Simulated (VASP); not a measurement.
Input of a VASP 6.6.1 run:

Contents of INCAR:

```
SYSTEM = Mo
ALGO     = Normal         ! electronic algorithm
BPARAM   = 11.95        
CPARAM   = 0.0093       
EDIFF    = 1E-7           ! SCF threshold, eV
EDIFFG   = -0.005         ! ionic threshold
ENCUT    = 600            ! plane-wave cutoff, eV
IBRION   = 2              ! ionic algorithm
ISIF     = 3              ! what is computed and relaxed
ISMEAR   = 1              ! smearing method
IVDW_NL  = 2            
LASPH    = .TRUE.         ! aspherical terms in the spheres
LCHARG   = .FALSE.        ! write CHGCAR
LMIXTAU  = .TRUE.       
LREAL    = .FALSE.        ! projectors in reciprocal space
LUSE_VDW = .TRUE.       
LWAVE    = .FALSE.        ! write WAVECAR
METAGGA  = R2SCAN         ! meta-GGA
NELM     = 120            ! most SCF steps
NSW      = 60             ! ionic steps
PREC     = Accurate       ! precision mode
SIGMA    = 0.1            ! smearing width, eV
```

File KPOINTS:

```
k-points
0
G
  18 18 18
  0 0 0
```

POSCAR

```
Mo
1.0
   -1.5650000000      1.5650000000      1.5650000000
    1.5650000000     -1.5650000000      1.5650000000
    1.5650000000      1.5650000000     -1.5650000000
Mo
1
Direct
    0.0000000000      0.0000000000      0.0000000000
```

Potentials or basis: VASP PAW PBE potentials, release 64 (Mo_sv).

Launch:

```console
$ cat potpaw_PBE.64/Mo_sv/POTCAR > POTCAR
$ mpirun -np 1 vasp_std > vasp.out
```

Problem. What does it give for the band gap on the k mesh?

Solution. None (metal or under the smearing width).

Problem. What does it give for the space group after relaxing (to 0.05 Å)?

Solution. Im-3m (No. 229).

Problem. What does it give for the relaxed cell?

Solution. a = 2.727 Å, b = 2.727 Å, c = 2.727 Å, α = 109.47°, β = 109.47°, γ = 109.47°.

Final structure:
```xyz
1
Lattice="-1.5742 1.5742 1.5742 1.5742 -1.5742 1.5742 1.5742 1.5742 -1.5742" Properties=species:S:1:pos:R:3 pbc="T T T"
Mo    0.0000    0.0000    0.0000
```
